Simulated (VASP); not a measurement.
Data:

```
Mg
1.0
    1.59551    -2.76351     0.00000
    1.59551     2.76351     0.00000
    0.00000     0.00000     5.09157
Mg
2
Cartesian
  1.59551   0.92117   1.27289
  1.59551  -0.92117   3.81868
```

Calculation: PBEsol GGA, VASP's PBE PAW potentials (set 64) (plane waves; VASP). Settings: 400 eV cut-off, 12×12×7 Γ-centred mesh, first-order Methfessel-Paxton smearing of 0.10 eV, potentials Mg.

Q: Estimate the energy per atom (σ→0), band gap (on the k-mesh) with the smallest direct gap where there is one.

A: 
| Item | Value |
|---|---|
| band gap (on the k-mesh) | none (metal, semimetal or under 0.01 eV) |
| energy per atom (σ→0) | -1725 meV/atom |

Only differences to runs with the same potentials and settings are physical.

The compound is Mg in the hcp structure. It was relaxed first. The start is the result of an earlier pass.
